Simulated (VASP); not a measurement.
An input for Quantum ESPRESSO's pw.x (written as the equivalent of a VASP run, and not itself run):

```
&CONTROL
  calculation = 'scf'
  pseudo_dir = './pseudo'
  outdir = './out'
  tprnfor = .true.
  tstress = .true.
/
&SYSTEM
  ibrav = 0
  nat = 6
  ntyp = 2
  ecutwfc = 84
  occupations = 'smearing'
  smearing = 'gaussian'
  degauss = 0.000735
  input_dft = 'pbe'
/
&ELECTRONS
  conv_thr = 7.3e-08
  electron_maxstep = 100
/
ATOMIC_SPECIES
  Ti 47.867 Ti.upf
  O 15.999 O.upf
CELL_PARAMETERS angstrom
    -1.8912700    1.8912700    4.8075100
     1.8912700   -1.8912700    4.8075100
     1.8912700    1.8912700   -4.8075100
ATOMIC_POSITIONS crystal
  Ti  -0.0110740 -0.0059590 -0.0156010
  Ti   0.7323410  0.2749800  0.5157630
  O    0.9834460  0.4275660  0.5004630
  O    0.1877400  0.1847990 -0.0141420
  O    0.7934690  0.8145280  0.0156120
  O    0.5640770  0.0540860  0.4979050
K_POINTS automatic
  5 5 6 0 0 0
```

Q: Write the VASP files for the same calculation (PBE).

A: One answer among several that fit: 
### POSCAR
```
TiO2
1
   -1.8912700000     1.8912700000     4.8075100000
    1.8912700000    -1.8912700000     4.8075100000
    1.8912700000     1.8912700000    -4.8075100000
Ti O
2 4
Direct
 -0.0110740000  -0.0059590000  -0.0156010000
  0.7323410000   0.2749800000   0.5157630000
  0.9834460000   0.4275660000   0.5004630000
  0.1877400000   0.1847990000  -0.0141420000
  0.7934690000   0.8145280000   0.0156120000
  0.5640770000   0.0540860000   0.4979050000
```

INCAR:
```
ISIF = 2   # forces and stress, cell fixed
LASPH = .True.   # aspherical one-centre terms
SIGMA = 0.01   # width (eV)
LWAVE = .False.
LCHARG = .False.
PREC = Accurate
SYSTEM = TiO2
ISMEAR = 0
LMAXMIX = 4   # l cut-off of mixed one-centre charges
NELM = 100
EDIFF = 1E-6   # SCF stop (eV)
LREAL = .False.
GGA = PE   # PBE
ALGO = Normal
ENCUT = 400   # plane-wave cut-off (eV)
```

### KPOINTS
```
Automatic
0
gamma
 5 5 6
0 0 0
```

POTCAR, in this order: Ti_sv O (PBE.64 set). Program: vasp_std.

Limits of the translation: the potentials are each code's own (VASP's PAW set, PseudoDojo norm-conserving files in pw.x), so ENCUT and ecutwfc are chosen apart and not converted; conv_thr bounds pw.x's estimated SCF error, while EDIFF bounds the energy change between steps.

The structure comes from a computed database's TiO2 entry; how it stands against other phases isn't given here. The cell was not relaxed at this level, atoms are displaced from their ideal sites.
